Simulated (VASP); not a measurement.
Input:

```yaml
crystal:
  lattice:
    - [-3.18723, 3.18723, 6.39682]
    - [3.18723, -3.18723, 6.39682]
    - [3.18723, 3.18723, -6.39682]
  atoms:
    - { symbol: Mg, position: [0.75000, 0.25000, 0.50000] }
    - { symbol: Mg, position: [0.00000, 0.00000, 0.00000] }
    - { symbol: Cd, position: [0.25000, 0.75000, 0.50000] }
    - { symbol: Cd, position: [0.50000, 0.50000, 0.00000] }
    - { symbol: Te, position: [0.62885, 0.62500, 0.50385] }
    - { symbol: Te, position: [0.37500, 0.87885, 0.00385] }
    - { symbol: Te, position: [0.12115, 0.12500, 0.49615] }
    - { symbol: Te, position: [0.87500, 0.37115, 0.99615] }
```

Calculation: LDA (Ceperley-Alder, Perdew-Zunger), VASP's LDA PAW potentials (set 64) (plane waves; VASP). Run with 400 eV cut-off, 6×6×6 Γ-centred mesh, tetrahedra with Blöchl corrections, potentials Mg Cd Te.

The cores are frozen, which limits the accuracy of field gradients.

Task: Give the principal components of the electric field gradient (V/Å²) and the asymmetry η at each nucleus.

Result: 
| atom | Vxx | Vyy | Vzz | η |
|---|---|---|---|---|
| Mg1 | 0.2 | 0.2 | -0.4 | - |
| Mg2 | 0.2 | 0.2 | -0.4 | - |
| Cd3 | -0.4 | -0.4 | 0.9 | 0.00 |
| Cd4 | -0.4 | -0.4 | 0.9 | 0.00 |
| Te5 | 103.1 | 4.5 | -107.7 | 0.92 |
| Te6 | 103.1 | 4.5 | -107.7 | 0.92 |
| Te7 | 103.1 | 4.5 | -107.7 | 0.92 |
| Te8 | 103.1 | 4.5 | -107.7 | 0.92 |

The structure comes from a computed database's MgCdTe2 entry (I-42d); how it stands against other phases isn't given here. It was relaxed first, which changed the volume by -6 %.
